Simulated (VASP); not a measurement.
BeCd2S3:

```
CELL_PARAMETERS angstrom
4.20823 0.00000 0.00000
-2.10412 3.64444 0.00000
0.00000 0.00000 7.86478
ATOMIC_POSITIONS crystal
Be 0.00000 0.00000 0.00000
Cd 0.66667 0.33333 0.24807
Cd 0.66667 0.33333 0.75193
S 0.00000 0.00000 0.50000
S 0.33333 0.66667 0.00000
S 0.33333 0.66667 0.50000
```

The cell was built by a generator and needn't be a form met in nature.

- Program: VASP 6.6.1
- Task: relaxation of cell and atoms
- Functional: PBE
- Potentials or basis: VASP PAW PBE potentials, release 64 (Be, Cd, S)
- Cutoff: 520 eV
- k mesh: 4 × 4 × 2
- Occupations: gaussian, width 0.15 eV
- Spin: no spin polarisation

At the start: pressure -2.0 GPa; volume 20.10 Å³/atom.

Q: Where does the relaxation end?

A: Over 5 steps the energy falls by 5.5 meV/atom and the volume is 19.25 Å³/atom (-4.2 %); space group P-6m2 (No. 187, to 0.05 Å).

The path:
| step | energy change (eV) | largest force (eV/Å) | pressure (GPa) | volume (Å³) |
| --- | --- | --- | --- | --- |
| 1 | 0.0000 | 0.1733 | -1.99 | 120.62 |
| 2 | -0.0284 | 0.1343 | -0.08 | 116.31 |
| 3 | -0.0282 | 0.1176 | 0.04 | 115.95 |
| 4 | -0.0302 | 0.0854 | 0.19 | 115.85 |
| 5 | -0.0330 | 0.0117 | 0.33 | 115.53 |

Final structure:
```yaml
crystal:
  lattice:
    - [4.16069, 0.00000, 0.00000]
    - [-2.08035, 3.60326, 0.00000]
    - [0.00000, 0.00000, 7.70604]
  atoms:
    - { symbol: Be, position: [0.00000, 0.00000, 0.00000] }
    - { symbol: Cd, position: [0.66667, 0.33333, 0.25240] }
    - { symbol: Cd, position: [0.66667, 0.33333, 0.74760] }
    - { symbol: S, position: [0.00000, 0.00000, 0.50000] }
    - { symbol: S, position: [0.33333, 0.66667, 0.00000] }
    - { symbol: S, position: [0.33333, 0.66667, 0.50000] }
```

Caveat: the k mesh is coarse (spacing up to 0.43 Å⁻¹), so the values aren't converged.
